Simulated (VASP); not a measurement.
Level of theory: HSE06 screened hybrid, VASP's PBE PAW potentials (set 64) (plane waves; VASP 6.6.1).

VASP ran on this input.

INCAR:
```
MAGMOM=72*0.0139
LWAVE=.FALSE.
ENCUT=400
SYSTEM=AlGa35N36
NELMIN=4
ALGO=Normal
NELM=50   ! most electronic steps
NELECT=287.0
PRECFOCK=Fast
LMAXMIX=4
LHFCALC=.TRUE.
LASPH=.TRUE.   ! aspherical one-centre terms
ISMEAR=0   ! Gaussian
PREC=Normal
AEXX=0.25
LCHARG=.FALSE.
HFSCREEN=0.2
LREAL=Auto
EDIFF=1E-5   ! SCF stop (eV)
GGA=PE
ISYM=0
ISPIN=2
ISIF=0
LORBIT=10
NUPDOWN=1
SIGMA=0.05   ! width (eV)
```

### KPOINTS
```
K-points
0
Gamma
 1 1 1
```

POSCAR:
```
AlGa35N36
1
    4.8683178927    -8.4321738171     0.0000000000
    4.8683178927     8.4321738171     0.0000000000
    0.0000000000     0.0000000000    10.5562839806
Ga N Al
35 36 1
Direct
  0.2221484927   0.1111421252   0.2502443305
  0.1113562430   0.2225172810   0.9998285103
  0.2219446569   0.1106669666   0.7497763142
  0.1117553592   0.2229096969   0.4997359140
  0.2225740219   0.4447902277   0.2513870193
  0.1113001334   0.5553769174   0.9999090883
  0.2234392590   0.4448380489   0.7488617442
  0.1115981819   0.5549088390   0.5000113338
  0.2221562794   0.7775529259   0.2503299119
  0.1109932336   0.8887449488   0.9999738847
  0.2221279022   0.7775258202   0.7498677095
  0.1107513542   0.8883980138   0.4998508945
  0.5556507434   0.1111831870   0.2503986340
  0.4445726758   0.2225723198   0.0001653214
  0.5552166068   0.1106622455   0.7500486109
  0.4442323187   0.2226709211   0.4999402148
  0.5548221590   0.4448668943   0.2516111804
  0.4443797716   0.5555039415   0.0001880625
  0.5542979434   0.4446921261   0.7487620738
  0.5551738966   0.7769674689   0.2515395731
  0.4445611800   0.8886147896   0.0002428128
  0.5543558741   0.7757246551   0.7489094485
  0.4443168551   0.8871847213   0.4999658940
  0.8887812013   0.1110248920   0.2502352684
  0.7777191827   0.2222133073   0.9998744460
  0.8888263671   0.1109056779   0.7499043723
  0.7775332203   0.2219488317   0.4999520921
  0.8886342167   0.4444917598   0.2503875774
  0.7771467929   0.5552698672   0.0002194521
  0.8887572668   0.4444278345   0.7499887698
  0.7757981164   0.5548507686   0.5000224168
  0.8888634355   0.7778573598   0.2503964089
  0.7772785663   0.8885375073   0.9998496165
  0.8882516270   0.7772954770   0.7499823984
  0.7761259814   0.8873052327   0.5000637227
  0.2218905363   0.1106209596   0.4382853955
  0.1113369352   0.2228032013   0.1886201940
  0.2222392193   0.1110389060   0.9382151194
  0.1110304810   0.2220254052   0.6881943623
  0.2286540482   0.4474875929   0.4406773300
  0.1110709062   0.5552328342   0.1885033145
  0.2225969239   0.4445504828   0.9373403166
  0.1109802242   0.5552048835   0.6883904519
  0.2219204611   0.7772505055   0.4383629328
  0.1111443711   0.8888289247   0.1883042882
  0.2223179640   0.7777863746   0.9382785194
  0.1106482369   0.8883935228   0.6882355325
  0.5551154297   0.1103596087   0.4385554887
  0.4447702432   0.2229341528   0.1888052105
  0.5553246858   0.1109555929   0.9384586448
  0.4441958841   0.2218312174   0.6882028760
  0.5513546501   0.4472043697   0.4408679586
  0.4440857370   0.5554788020   0.1881101820
  0.5551786526   0.4445279818   0.9373042908
  0.4440456321   0.5550342440   0.6810768022
  0.5516170946   0.7699892707   0.4407469266
  0.4447663396   0.8885840191   0.1888715580
  0.5551242749   0.7771620677   0.9373688848
  0.4442837422   0.8884443982   0.6882750135
  0.8885031879   0.1104638283   0.4385192818
  0.7778330648   0.2223459294   0.1882458437
  0.8888726152   0.1109618997   0.9383059488
  0.7776040328   0.2220293840   0.6883244470
  0.8885070845   0.4444001396   0.4386132264
  0.7768542873   0.5552807782   0.1888733187
  0.8887789994   0.4445998229   0.9383729671
  0.7771596541   0.5550702956   0.6883252270
  0.8884563439   0.7773089813   0.4384451778
  0.7771775083   0.8885308406   0.1885814395
  0.8886821284   0.7775702728   0.9383417320
  0.7772343715   0.8885287517   0.6883891849
  0.4438329322   0.5548471602   0.4991395889
```

POTCAR, in this order: Ga N Al (PBE.64 set). Program: vasp_gam. Read from the step before: WAVECAR.

Output of the run:

OUTCAR:
```
 ion  position               nearest neighbor table
   1  0.222  0.111  0.250-  36 1.99  45 1.99  37 1.99  49 1.99   4 3.23  16 3.23  12 3.24  14 3.24
                            10 3.24   2 3.24  17 3.24  32 3.25  24 3.25   5 3.25  13 3.25   9 3.25
   2  0.111  0.223  1.000-  38 1.98  42 1.99  62 1.99  37 1.99  26 3.24   3 3.24   1 3.24   6 3.24
                            24 3.24  18 3.24  14 3.24   7 3.25  25 3.25  10 3.25   5 3.25  33 3.25
   3  0.222  0.111  0.750-  51 1.98  47 1.98  39 1.98  38 1.99  16 3.24  12 3.24  10 3.24   4 3.24
                             2 3.24  14 3.24  19 3.24  11 3.24  26 3.24  15 3.24   7 3.25  34 3.25
   4  0.112  0.223  0.500-  36 1.98  39 1.99  60 1.99  40 1.99   5 3.22   7 3.23   1 3.23  72 3.23
                             8 3.23  24 3.24   3 3.24  16 3.24  26 3.24  27 3.25  12 3.25  35 3.27
   5  0.223  0.445  0.251-  53 1.98  37 1.99  41 1.99  40 2.00  72 3.21   8 3.22   4 3.22  17 3.23
                            20 3.24   9 3.24  18 3.24   1 3.25   6 3.25  24 3.25  28 3.25   2 3.25
   6  0.111  0.555  1.000-  46 1.99  66 1.99  42 1.99  41 1.99  11 3.24  30 3.24   9 3.24   2 3.24
                            18 3.24  28 3.24  21 3.24  25 3.25  10 3.25   5 3.25   7 3.25  29 3.25
   7  0.223  0.445  0.749-  43 1.98  39 1.98  42 1.99  55 1.99  22 3.22  19 3.22   8 3.23  72 3.23
                             4 3.23  18 3.24   2 3.25  11 3.25   3 3.25   6 3.25  26 3.25  30 3.26
   8  0.112  0.555  0.500-  44 1.98  43 1.99  64 1.99  40 1.99   5 3.22   7 3.23   4 3.23  72 3.24
                             9 3.24  28 3.24  11 3.24  23 3.24  30 3.24  27 3.25  12 3.25  31 3.27
   9  0.222  0.778  0.250-  44 1.98  41 1.99  45 1.99  57 1.99  12 3.23  23 3.23   8 3.24  21 3.24
                             6 3.24  10 3.24   5 3.24  28 3.25  20 3.25  32 3.25  13 3.25   1 3.25
  10  0.111  0.889  1.000-  46 1.98  70 1.98  38 1.98  45 1.99   3 3.24  11 3.24  34 3.24   1 3.24
                            32 3.24   9 3.24   6 3.25   2 3.25  33 3.25  21 3.25  29 3.25  14 3.25
  11  0.222  0.778  0.750-  59 1.98  43 1.98  47 1.98  46 1.99  23 3.24   6 3.24  12 3.24   8 3.24
                            10 3.24  21 3.24  15 3.24  22 3.24   3 3.24  30 3.24   7 3.25  34 3.25
  12  0.111  0.888  0.500-  36 1.98  68 1.98  44 1.98  47 1.99  32 3.23   9 3.23   1 3.24   3 3.24
                            11 3.24  34 3.24  16 3.25   8 3.25   4 3.25  35 3.25  23 3.25  31 3.25
...
```

OSZICAR:
```
       N       E                     dE             d eps       ncg     rms          rms(c)
DAV:   1    -0.532243707338E+03   -0.53224E+03   -0.22424E+01   724   0.123E+01    0.110E+01
DAV:   2    -0.532410968663E+03   -0.16726E+00   -0.70937E-01   864   0.145E+00    0.877E+00
DAV:   3    -0.532391970239E+03    0.18998E-01   -0.23810E-02   880   0.394E-01    0.577E+00
DAV:   4    -0.532407281749E+03   -0.15312E-01   -0.41510E-02   824   0.400E-01    0.339E+00
DAV:   5    -0.532401279431E+03    0.60023E-02   -0.81022E-03   856   0.193E-01    0.196E+00
DAV:   6    -0.532398830089E+03    0.24493E-02   -0.17003E-03   896   0.965E-02    0.112E+00
DAV:   7    -0.532397989905E+03    0.84018E-03   -0.48739E-04   832   0.561E-02    0.641E-01
DAV:   8    -0.532397722412E+03    0.26749E-03   -0.16325E-04   864   0.306E-02    0.364E-01
DAV:   9    -0.532397640738E+03    0.81674E-04   -0.58925E-05   712   0.168E-02    0.207E-01
DAV:  10    -0.532397620388E+03    0.20350E-04   -0.33784E-05   488   0.113E-02    0.119E-01
DAV:  11    -0.532397619121E+03    0.12674E-05   -0.27080E-05   440   0.736E-03
   1 F= -.53239762E+03 E0= -.53239762E+03  d E =-.520386E-06  mag=     1.0000
```

**OUTCAR**
```
------------------------ aborting loop because EDIFF is reached ----------------------------------------
  volume of cell :      866.68
      direct lattice vectors                 reciprocal lattice vectors
     4.868317893 -8.432173817  0.000000000     0.102704879 -0.059296690  0.000000000
     4.868317893  8.432173817  0.000000000     0.102704879  0.059296690  0.000000000
     0.000000000  0.000000000 10.556283981     0.000000000  0.000000000  0.094730305
  FREE ENERGIE OF THE ION-ELECTRON SYSTEM (eV)
  ---------------------------------------------------
  free  energy   TOTEN  =      -532.3976191208 eV

  energy  without entropy=     -532.3976186004  energy(sigma->0) =     -532.39761886

  exchange ACFDT corr.  =         0.00000000  see jH, gK, PRB 81, 115126

 total charge

# of ion       s       p       d       tot
------------------------------------------
    1        1.009   1.388   0.378   2.774
    2        1.007   1.382   0.376   2.765
    3        1.009   1.389   0.378   2.775
    4        1.005   1.377   0.374   2.756
    5        1.007   1.381   0.375   2.763
    6        1.007   1.382   0.375   2.765
    7        1.007   1.381   0.375   2.763
    8        1.006   1.378   0.374   2.757
    9        1.009   1.388   0.378   2.775
   10        1.008   1.387   0.377   2.773
   11        1.009   1.389   0.378   2.775
   12        1.008   1.389   0.378   2.775
   13        1.008   1.386   0.377   2.772
   14        1.008   1.383   0.375   2.766
   15        1.008   1.386   0.377   2.771
   16        1.006   1.379   0.374   2.758
   17        1.007   1.382   0.375   2.764
   18        1.010   1.392   0.379   2.782
   19        1.007   1.380   0.375   2.762
   20        1.007   1.381   0.375   2.763
   21        1.008   1.383   0.376   2.766
   22        1.007   1.380   0.375   2.762
   23        1.005   1.377   0.374   2.757
   24        1.008   1.386   0.377   2.772
   25        1.008   1.387   0.377   2.773
   26        1.008   1.387   0.378   2.773
   27        1.009   1.388   0.379   2.775
   28        1.008   1.387   0.377   2.772
   29        1.008   1.383   0.375   2.766
   30        1.008   1.387   0.377   2.773
   31        1.006   1.378   0.374   2.758
   32        1.009   1.388   0.378   2.774
   33        1.007   1.383   0.376   2.766
   34        1.008   1.388   0.378   2.774
   35        1.005   1.378   0.374   2.757
   36        1.227   2.450   0.000   3.677
   37        1.227   2.446   0.000   3.673
   38        1.227   2.447   0.000   3.674
   39        1.227   2.448   0.000   3.675
   40        1.227   2.472   0.000   3.699
   41        1.227   2.446   0.000   3.673
   42        1.227   2.447   0.000   3.674
   43        1.227   2.448   0.000   3.675
   44        1.227   2.450   0.000   3.677
   45        1.227   2.447   0.000   3.674
   46        1.227   2.447   0.000   3.674
   47        1.227   2.448   0.000   3.675
   48        1.227   2.446   0.000   3.673
   49        1.227   2.446   0.000   3.673
   50        1.227   2.447   0.000   3.674
   51        1.227   2.449   0.000   3.676
   52        1.227   2.472   0.000   3.699
   53        1.227   2.451   0.000   3.678
   54        1.227   2.446   0.000   3.673
   55        1.226   2.472   0.000   3.699
   56        1.227   2.472   0.000   3.699
   57        1.227   2.446   0.000   3.673
   58        1.227   2.447   0.000   3.674
   59        1.227   2.449   0.000   3.676
   60        1.227   2.446   0.000   3.673
   61        1.227   2.447   0.000   3.675
   62        1.227   2.447   0.000   3.674
   63        1.227   2.447   0.000   3.675
   64        1.227   2.445   0.000   3.673
   65        1.227   2.446   0.000   3.673
   66        1.227   2.447   0.000   3.674
   67        1.227   2.448   0.000   3.676
   68        1.227   2.450   0.000   3.677
   69        1.227   2.446   0.000   3.673
   70        1.227   2.447   0.000   3.675
   71        1.227   2.448   0.000   3.675
   72        0.407   0.429   0.000   0.836
--------------------------------------------------
tot         79.841 137.073  13.173 230.087

 magnetization (x)

# of ion       s       p       d       tot
------------------------------------------
    1       -0.002  -0.002   0.004   0.000
    2       -0.002  -0.002   0.004   0.000
    3       -0.002  -0.002   0.004   0.000
    4       -0.002  -0.002   0.003  -0.001
    5       -0.002  -0.001   0.004   0.000
    6       -0.003  -0.002   0.005   0.000
    7       -0.002  -0.002   0.004  -0.000
    8       -0.002  -0.002   0.003  -0.000
    9       -0.002  -0.002   0.004   0.000
   10       -0.003  -0.002   0.005   0.000
   11       -0.002  -0.002   0.004   0.000
   12       -0.002  -0.002   0.004  -0.000
   13       -0.002  -0.002   0.004   0.000
...
```
(Selected blocks of OUTCAR.)

The cell is charged, with a uniform compensating background. The supercell is sampled at Γ alone, which is coarse: total energies, pressure and levels can be off, energies of defects by several tenths of an eV.

The cell is a supercell with a defect, built from GaN (wurtzite): Al_Ga, charge +1. The cell's shape comes from a PBE relaxation.
